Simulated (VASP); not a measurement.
Data:

```xyz
2
Lattice="1.3905 -2.4085 0.0000 1.3905 2.4085 0.0000 0.0000 0.0000 4.4913" Properties=species:S:1:pos:R:3 pbc="T T T"
Re     1.3905     0.8028     1.1228
Re     1.3905    -0.8028     3.3685
```

Computed with revPBE GGA, VASP's PBE PAW potentials (set 64) (plane waves; VASP). Run with 520 eV cut-off, Gaussian smearing of 0.050 eV, potentials Re.

Unless said otherwise, spin-orbit coupling is left out, though it shifts the bands of the heavy elements here.

### Question
Predict the band gap (along the path) with the smallest direct gap where there is one.

### Answer

```
Property                                                     Result
-------------------------  ----------------------------------------
band gap (along the path)  none (metal, semimetal or under 0.01 eV)
```

The absolute energy has meaning only against runs of the same code, potentials and settings.

The compound is Re in the hcp structure. It was relaxed first.
